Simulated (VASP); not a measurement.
VASP ran on this input.

INCAR:
```
SYSTEM = Al
PREC = Accurate
ENCUT = 520
EDIFF = 1E-6
NELM = 100
ALGO = Normal
LREAL = .FALSE.
LASPH = .TRUE.
ISMEAR = 1
SIGMA = 0.1
GGA = PE
IVDW = 11
LWAVE = .FALSE.
LCHARG = .FALSE.
IBRION = 2
ISIF = 3
NSW = 60
EDIFFG = -0.01
```

KPOINTS:
```
Automatic mesh
0
Gamma
14 14 14
0 0 0
```

**POSCAR**
```
Al
1
    0.0000000000     2.0250000000     2.0250000000
    2.0250000000     0.0000000000     2.0250000000
    2.0250000000     2.0250000000     0.0000000000
Al
1
Direct
  0.0000000000   0.0000000000   0.0000000000
```

POTCAR, in this order: Al (PBE.64 set). Program: vasp_std.

Problem. Translate this PBE-D3 (zero damping) calculation to Quantum ESPRESSO's pw.x.

Solution. One equivalent input (not run):
```
&CONTROL
  calculation = 'vc-relax'
  pseudo_dir = './pseudo'
  outdir = './out'
  tprnfor = .true.
  tstress = .true.
  nstep = 60
  forc_conv_thr = 0.00039
/
&SYSTEM
  ibrav = 0
  nat = 1
  ntyp = 1
  ecutwfc = 40
  occupations = 'smearing'
  smearing = 'methfessel-paxton'
  degauss = 0.00735
  input_dft = 'pbe'
  vdw_corr = 'grimme-d3'
  dftd3_version = 3
  dftd3_threebody = .false.
/
&ELECTRONS
  conv_thr = 7.3e-08
  electron_maxstep = 100
/
&IONS
/
&CELL
/
ATOMIC_SPECIES
  Al 26.982 Al.upf
CELL_PARAMETERS angstrom
     0.0000000    2.0250000    2.0250000
     2.0250000    0.0000000    2.0250000
     2.0250000    2.0250000    0.0000000
ATOMIC_POSITIONS crystal
  Al   0.0000000  0.0000000  0.0000000
K_POINTS automatic
  14 14 14 0 0 0
```
What does not carry over: the potentials are each code's own (VASP's PAW set, PseudoDojo norm-conserving files in pw.x), so ENCUT and ecutwfc are chosen apart and not converted; conv_thr bounds pw.x's estimated SCF error, while EDIFF bounds the energy change between steps; forc_conv_thr acts on force components and is met together with etot_conv_thr.

The compound is Al in the fcc structure. This run relaxes it. Symmetry was kept, so distortions that lower it aren't found.
